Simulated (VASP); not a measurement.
ZnS, 2 atoms in the cell. It takes space group F-43m (No. 216, cubic). Conventional cell: a = 5.404 Å, b = 5.404 Å, c = 5.404 Å, α = 90.00°, β = 90.00°, γ = 90.00°. Zn (site symmetry -43m) has 4 S at 2.34 Å as nearest neighbours. S (site symmetry -43m) is surrounded by 4 Zn at 2.34 Å. 

| Property | Result |
| --- | --- |
| Program | VASP 6.6.1 |
| Task | single point |
| Functional | PBE |
| Potentials or basis | VASP PAW PBE potentials, release 64 (Zn, S) |
| Cutoff | 520 eV |
| k mesh | 8 × 8 × 8 |
| Occupations | gaussian, width 0.02 eV |
| Spin | no spin polarisation |
| Further INCAR settings | ALGO = Fast; EDIFF = 1e-07 |

Potentials or basis: VASP PAW PBE potentials, release 64 (Zn, S).

Command:

```bash
$ cat potpaw_PBE.64/Zn/POTCAR potpaw_PBE.64/S/POTCAR > POTCAR
$ mpirun -np 1 vasp_std > vasp.out
```

Hardware: 1 thread of Intel(R) Xeon(R) Platinum 8259CL CPU @ 2.50GHz (Skylake/Cascade Lake), on a shared host.

**Question.** Estimate the wall time of this run.

**Answer.** It took 19 s on 1 thread of Intel(R) Xeon(R) Platinum 8259CL CPU @ 2.50GHz (Skylake/Cascade Lake), on a shared host, peak memory 0.15 GiB. Counts: scf iterations 17, k points 29.
